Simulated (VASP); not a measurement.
# CsLiCr2Te2S3 (P6/mmm) in VASP: relaxation of cell and atoms with PBE

Aim: the relaxation of cell and atoms of CsLiCr2Te2S3 with PBE.

Program: VASP 6.6.1. These are calculated values, not measurements. Logs are shortened: lines on timing, memory, paths and dates and some standing lists are left out, and cuts for length are marked.

### 1 The structure

The structure is hexagonal, space group P6/mmm (No. 191). Conventional cell: a = 6.388 Å, b = 6.388 Å, c = 7.796 Å, α = 90.00°, β = 90.00°, γ = 120.00°. Cs (site symmetry 6/mmm) has 6 S at 3.19 Å as nearest neighbours. Around Li (site symmetry 6/mmm) lie 6 Te at 3.69 Å and 2 Cs at 3.90 Å. Cr (site symmetry -6m2) is surrounded by 3 S at 1.84 Å. Te (site symmetry -6m2) has 3 Li at 3.69 Å and 3 Te at 3.69 Å and 2 Cr at 3.90 Å as nearest neighbours. S (site symmetry mmm) is surrounded by 2 Cr at 1.84 Å.

The cell was built by a generator and needn't be a form met in nature.

### 2 Relaxation of cell and atoms, PBE, collinear spin, ferromagnetic start

INCAR reads:

```
SYSTEM = CsLiCr2Te2S3
PREC = Normal
ENCUT = 520
EDIFF = 1E-4
ISMEAR = 0
SIGMA = 0.15
LREAL = Auto
LASPH = .True.
NELM = 60
ALGO = Fast
ISIF = 3
LWAVE = .False.
LCHARG = .False.
ISPIN = 2
MAGMOM = 0 0 3 3 0 0 0 0 0
LORBIT = 11
LMAXMIX = 4
GGA = PE
IBRION = 2
NSW = 24
EDIFFG = -0.08
KPAR = 2
```

KPOINTS reads:

```
Automatic mesh
0
Gamma
  3 3 2
  0 0 0
```

POSCAR reads:

```
CsLiCr2Te2S3
1.0
    6.3883903500      0.0000000000      0.0000000000
   -3.1941951700      5.5325083300      0.0000000000
    0.0000000000      0.0000000000      7.7963460600
Cs Li Cr Te S
1 1 2 2 3
Direct
    0.0000000000      0.0000000000      0.5000000000
    0.0000000000      0.0000000000      0.0000000000
    0.3333333300      0.6666666700      0.5000000000
    0.6666666700      0.3333333300      0.5000000000
    0.3333333300      0.6666666700      0.0000000000
    0.6666666700      0.3333333300      0.0000000000
    0.5000000000      0.0000000000      0.5000000000
    0.0000000000      0.5000000000      0.5000000000
    0.5000000000      0.5000000000      0.5000000000
```

Potentials or basis: VASP PAW PBE potentials, release 64 (Cs_sv, Li_sv, Cr_pv, Te, S).

Run with:

```
$ cat potpaw_PBE.64/Cs_sv/POTCAR potpaw_PBE.64/Li_sv/POTCAR potpaw_PBE.64/Cr_pv/POTCAR potpaw_PBE.64/Te/POTCAR potpaw_PBE.64/S/POTCAR > POTCAR
$ mpirun -np 2 vasp_std > vasp.out
```

OUTCAR:

```text
SYSTEM = CsLiCr2Te2S3
   PREC = Normal
   ENCUT = 520
   EDIFF = 1E-4
   ISMEAR = 0
   LREAL = Auto
   LASPH = .True.
   NELM = 60
   ISIF = 3
   ISPIN = 2
   LORBIT = 11
   GGA = PE
   IBRION = 2
   NSW = 24
   EDIFFG = -0.08

 ion  position               nearest neighbor table
   1  0.000  0.000  0.500-
   2  0.000  0.000  0.000-
   3  0.333  0.667  0.500-   7 1.84   8 1.84   9 1.84
   4  0.667  0.333  0.500-   7 1.84   8 1.84   9 1.84
   5  0.333  0.667  0.000-
   6  0.667  0.333  0.000-
   7  0.500  0.000  0.500-   3 1.84   4 1.84
   8  0.000  0.500  0.500-   3 1.84   4 1.84
   9  0.500  0.500  0.500-   3 1.84   4 1.84

  LATTYP: Found a hexagonal cell.
 ALAT       =     6.3883903500
 C/A-ratio  =     1.2203928741

  Lattice vectors:

 A1 = (   6.3883903500,   0.0000000000,   0.0000000000)
 A2 = (  -3.1941951700,   5.5325083300,   0.0000000000)
 A3 = (   0.0000000000,   0.0000000000,   7.7963460600)

Analysis of symmetry for initial positions (statically):
=====================================================================
 Subroutine PRICEL returns:
 Original cell was already a primitive cell.

 Routine SETGRP: Setting up the symmetry group for a
 hexagonal supercell.

 Subroutine GETGRP returns: Found 24 space group operations
 (whereof 24 operations were pure point group operations)
 out of a pool of 24 trial point group operations.

The static configuration has the point symmetry D_6h.

Analysis of symmetry for dynamics (positions and initial velocities):
=====================================================================
 Subroutine PRICEL returns:
 Original cell was already a primitive cell.

 Routine SETGRP: Setting up the symmetry group for a
 hexagonal supercell.

 Subroutine GETGRP returns: Found 24 space group operations
 (whereof 24 operations were pure point group operations)
 out of a pool of 24 trial point group operations.

The dynamic configuration has the point symmetry D_6h.

Analysis of structural, dynamic, and magnetic symmetry:
=====================================================================
 Subroutine PRICEL returns:
 Original cell was already a primitive cell.

 Routine SETGRP: Setting up the symmetry group for a
 hexagonal supercell.

 Subroutine GETGRP returns: Found 24 space group operations
 (whereof 24 operations were pure point group operations)
 out of a pool of 24 trial point group operations.

The overall configuration has the point symmetry D_6h.

 Subroutine INISYM returns: Found 24 space group operations
 (whereof 24 operations are pure point group operations),
 and found     1 'primitive' translations

----------------------------------------------------------------------------------------

                                     Primitive cell

  volume of cell :     275.5527

  direct lattice vectors                    reciprocal lattice vectors
     6.388390350  0.000000000  0.000000000     0.156533954  0.090374920  0.000000000
    -3.194195170  5.532508330  0.000000000     0.000000000  0.180749841  0.000000000
     0.000000000  0.000000000  7.796346060     0.000000000  0.000000000  0.128265215

  length of vectors
     6.388390350  6.388390345  7.796346060     0.180749841  0.180749841  0.128265215

  position of ions in fractional coordinates (direct lattice)
     0.000000000  0.000000000  0.500000000
     0.000000000  0.000000000  0.000000000
     0.333333330  0.666666670  0.500000000
     0.666666670  0.333333330  0.500000000
     0.333333330  0.666666670  0.000000000
     0.666666670  0.333333330  0.000000000
     0.500000000  0.000000000  0.500000000
     1.000000000  0.500000000  0.500000000
     0.500000000  0.500000000  0.500000000

  ion indices of the primitive-cell ions
   primitive index   ion index
                 1           1
                 2           2
                 3           3
                 4           4
                 5           5
                 6           6
                 7           7
                 8           8
                 9           9

----------------------------------------------------------------------------------------

 KPOINTS: Automatic mesh

Automatic generation of k-mesh.
 Grid dimensions read from file:
 generate k-points for:    3    3    2

 Generating k-lattice:

  Cartesian coordinates                     Fractional coordinates (reciprocal lattice)
     0.052177985  0.030124973  0.000000000     0.333333333 -0.000000000  0.000000000
     0.000000000  0.060249947  0.000000000     0.000000000  0.333333333  0.000000000
     0.000000000  0.000000000  0.064132607     0.000000000  0.000000000  0.500000000

  Length of vectors
     0.060249947  0.060249947  0.064132607

  Shift w.r.t. Gamma in fractional coordinates (k-lattice)
     0.000000000  0.000000000  0.000000000

 Subroutine IBZKPT returns following result:
 ===========================================

 Found      6 irreducible k-points:

 Following reciprocal coordinates:
            Coordinates               Weight
  0.000000  0.000000  0.000000      1.000000
  0.333333  0.000000  0.000000      6.000000
  0.333333  0.333333  0.000000      2.000000
  0.000000  0.000000  0.500000      1.000000
  0.333333  0.000000  0.500000      6.000000
  0.333333  0.333333  0.500000      2.000000
   k-points           NKPTS =      6   k-points in BZ     NKDIM =      6   number of bands    NBANDS=     42
   number of dos      NEDOS =    301   number of ions     NIONS =      9
   total plane-waves  NPLWV =  62208
   dimension x,y,z NGX =    36 NGY =   36 NGZ =   48
   dimension x,y,z NGXF=    72 NGYF=   72 NGZF=   96
   ions per type =               1   1   2   2   3
   NGX,Y,Z   is equivalent  to a cutoff of   9.37,  9.37, 10.24 a.u.
   NGXF,Y,Z  is equivalent  to a cutoff of  18.74, 18.74, 20.47 a.u.
 SYSTEM =  CsLiCr2Te2S3
   PREC   = normal    normal or accurate (medium, high low for compatibility)
   ISTART =      0    job   : 0-new  1-cont  2-samecut
   ICHARG =      2    charge: 1-file 2-atom 10-const
   ISPIN  =      2    spin polarized calculation?
   LNONCOLLINEAR =      F non collinear calculations
   LSORBIT =      F    spin-orbit coupling
   LASPH  =      T    aspherical Exc in radial PAW
   ENCUT  =  520.0 eV  38.22 Ry    6.18 a.u.  11.88 11.88 14.50*2*pi/ulx,y,z
   NELM   =     60;   NELMIN=  2; NELMDL= -5     # of ELM steps
   EDIFF  = 0.1E-03   stopping-criterion for ELM
   LREAL  =      T    real-space projection
   EDIFFG = -.8E-01   stopping-criterion for IOM
   NSW    =     24    number of steps for IOM
   IBRION =      2    ionic relax: 0-MD 1-quasi-New 2-CG
   NFREE  =      1    steps in history (QN), initial steepest desc. (CG)
   ISIF   =      3    stress and relaxation
   ISYM   =      2    0-nonsym 1-usesym 2-fastsym
   POTIM  = 0.5000    time-step for ionic-motion
   TEBEG  =    0.0;   TEEND  =   0.0 temperature during run
   PSTRESS=    0.0 pullay stress
   NELECT =      66.0000    total number of electrons
   NUPDOWN=      -1.0000    fix difference up-down
   EMIN   =  10.00;   EMAX   =-10.00  energy-range for DOS
   EFERMI =   0.00;   METHOD = LEGACY
   ISMEAR =     0;   SIGMA  =   0.15  broadening in eV -4-tet -1-fermi 0-gaus
   EFERMI_NEDOS =   21; number of points for ismear=-14 and -15
   IALGO  =     68    algorithm
   IMIX   =      4    mixing-type and parameters
     AMIX     =   0.40;   BMIX     =  1.00
     AMIX_MAG =   1.60;   BMIX_MAG =  1.00
  volume/ion in A,a.u.               =      30.62       206.61
  Fermi-wavevector in a.u.,A,eV,Ry     =   1.016689  1.921263 14.063738  1.033656
  Thomas-Fermi vector in A             =   2.150047
   LORBIT       =     11    0 simple, 1 ext, 2 COOP (PROOUT), +10 PAW based schemes
   GGA     = PE    functional components
   LHFCALC =     F    Hartree Fock is set to
   AEXX    =    0.0000 exact exchange contribution
   IVDW    =     0    specifies the selected vdW correction
   LEPSILON=     F    determine dielectric tensor
   LRPA    =     F    only Hartree local field effects (RPA)
 conjugate gradient relaxation of ions
 spin polarized calculation
 RMM-DIIS sequential band-by-band and
 Gauss-broadening in eV      SIGMA  =   0.15
  energy-cutoff  :      520.00
  volume of cell :      275.55
 maximum number of plane-waves:      7463
   NGX = 23   NGY = 23   NGZ = 29

--------------------------------------- Ionic step        1  -------------------------------------------

 number of electron      66.0000052 magnetization       0.8664871

 Free energy of the ion-electron system (eV)
  ---------------------------------------------------
  ext. energy  EPLUGINS =         0.00000000
  ---------------------------------------------------
  free energy    TOTEN  =       -35.51853856 eV

  energy without entropy =      -35.45983861  energy(sigma->0) =      -35.48918859

------------------------ aborting loop because EDIFF is reached ----------------------------------------

  FORCE on cell =-STRESS in cart. coord.  units (eV):
  Direction    XX          YY          ZZ          XY          YZ          ZX
  --------------------------------------------------------------------------------------
  -------------------------------------------------------------------------------------
  Total       43.6142028     43.6142027     -6.3316412      0.0000000      0.0000000     -0.0000000
  in kB      253.5910321    253.5910319    -36.8147834      0.0000002      0.0000000     -0.0000000
  external PRESSURE =     156.7890936 kB  Pullay stress =       0.0000000 kB
[... 32 lines left out ...]
 number of electron      65.9999732 magnetization      -0.2880676

 number of electron      65.9999821 magnetization       4.0372295

------------------------ aborting loop EDIFF was not reached (unconverged)  ----------------------------

  FORCE on cell =-STRESS in cart. coord.  units (eV):
  Direction    XX          YY          ZZ          XY          YZ          ZX
  --------------------------------------------------------------------------------------
  -------------------------------------------------------------------------------------
  Total      -10.8921649    -10.8921649     -3.5164578     -0.0000000     -0.0000000      0.0000000
  in kB      -43.0662300    -43.0662300    -13.9036254     -0.0000001     -0.0000000      0.0000000
  external PRESSURE =     -33.3453618 kB  Pullay stress =       0.0000000 kB
[... 67 lines left out ...]
  FREE ENERGIE OF THE ION-ELECTRON SYSTEM (eV)
  ---------------------------------------------------
  free  energy   TOTEN  =       -40.3830176488 eV

  energy  without entropy=      -40.2824116998  energy(sigma->0) =      -40.33271467

 E-fermi :   6.3696     XC(G=0):  -9.6157

 val. band max:        6.2938484382   @ k =   0.0000   0.0000   0.0000
 cond. band min:       6.3793320318   @ k =   0.3333   0.3333   0.5000
 fundamental gap:      0.0854835936
 Fermi energy:         6.3696188456

 spin component 1

 k-point     1 :       0.0000    0.0000    0.0000
  band No.  band energies     occupation
      1     -43.6915      1.00000
      2     -37.6389      1.00000
      3     -37.6387      1.00000
      4     -37.2439      1.00000
      5     -37.2439      1.00000
      6     -37.2375      1.00000
[... 532 lines left out ...]
     41      11.2332      0.00000
     42      11.2580      0.00000

[... ionic steps 4 to 14 ...]

--------------------------------------- Ionic step       15  -------------------------------------------

 number of electron      66.0000017 magnetization       1.8193583

------------------------ aborting loop because EDIFF is reached ----------------------------------------
[... 81 lines left out ...]
--------------------------------------- Ionic step       17  -------------------------------------------

 number of electron      65.9999979 magnetization       1.7370254

 Free energy of the ion-electron system (eV)
  ---------------------------------------------------
  ext. energy  EPLUGINS =         0.00000000
  ---------------------------------------------------
  free energy    TOTEN  =       -41.66729069 eV

  energy without entropy =      -41.59638472  energy(sigma->0) =      -41.63183771

 E-fermi :   3.6853     XC(G=0):  -8.5108

 val. band max:        3.6580476278   @ k =   0.3333   0.0000   0.5000
 cond. band min:       3.6899195699   @ k =   0.3333   0.0000   0.0000
 fundamental gap:      0.0318719421
 Fermi energy:         3.6852521349

 spin component 1

 k-point     1 :       0.0000    0.0000    0.0000
  band No.  band energies     occupation
      1     -46.2245      1.00000
      2     -40.1468      1.00000
      3     -40.1468      1.00000
      4     -40.1398      1.00000
      5     -40.1398      1.00000
      6     -39.9836      1.00000
[... 568 lines left out ...]
  FREE ENERGIE OF THE ION-ELECTRON SYSTEM (eV)
  ---------------------------------------------------
  free  energy   TOTEN  =       -41.6672906918 eV

  energy  without entropy=      -41.5963847204  energy(sigma->0) =      -41.63183771

 reached required accuracy - stopping structural energy minimisation

 total charge

# of ion       s       p       d       tot
------------------------------------------
    1        1.834   4.685   0.051   6.569
    2        2.003   0.016   0.000   2.018
    3        0.348   6.377   4.373  11.098
    4        0.348   6.377   4.373  11.098
    5        1.395   1.854   0.019   3.269
    6        1.395   1.854   0.019   3.269
    7        1.349   2.398   0.000   3.747
    8        1.349   2.398   0.000   3.747
    9        1.349   2.398   0.000   3.747
--------------------------------------------------
tot         11.371  28.355   8.836  48.562

 magnetization (x)

# of ion       s       p       d       tot
------------------------------------------
    1        0.000  -0.001   0.002   0.001
    2        0.003   0.001   0.000   0.004
    3        0.024   0.013   1.004   1.041
    4        0.024   0.013   1.004   1.041
    5        0.012  -0.109   0.005  -0.092
    6        0.012  -0.109   0.005  -0.092
    7       -0.004  -0.061   0.000  -0.064
    8       -0.004  -0.061   0.000  -0.064
    9       -0.004  -0.061   0.000  -0.064
--------------------------------------------------
tot          0.064  -0.374   2.020   1.710
```

Run time: 25 min. Hardware: 2 MPI ranks of AMD EPYC 7R13 (Zen 3), shared host; peak memory 0.36 GiB.

The run converged, but some of its settings lie outside the range that counts as converged, so its numbers aren't taken as properties of the crystal.

Results:

```
Free energy                                           : -41.6673 eV
Relaxed volume                                        : 28.69 Å³/atom
Relaxed cell                                          : a = 7.175 Å, b = 7.175 Å, c = 5.793 Å, α = 90.00°, β = 90.00°, γ = 120.00°
Space group after relaxing (to 0.05 Å)                : P6/mmm (No. 191)
Energy gained by relaxing                             : 683.2 meV/atom
Ionic steps                                           : 17
Band gap on the k mesh                                : none (metal or under the smearing width)
Net moment                                            : 1.74 μB per cell
Site moments                                          : Cs +0.00; Li +0.00; Cr +1.04; Te -0.09; S -0.06 μB
Valence electrons inside the program's atomic spheres : Cs 6.57; Li 2.02; Cr 11.10; Te 3.27; S 3.75
```

Caveat: the k mesh is coarse (spacing up to 0.40 Å⁻¹), so the values aren't converged; the cutoff is under 1.25 times the usual one of these potentials, so pressure, stress and relaxed cells hold a basis-set (Pulay) error; only a ferromagnetic start was run, and an antiferromagnetic order may lie lower in energy.
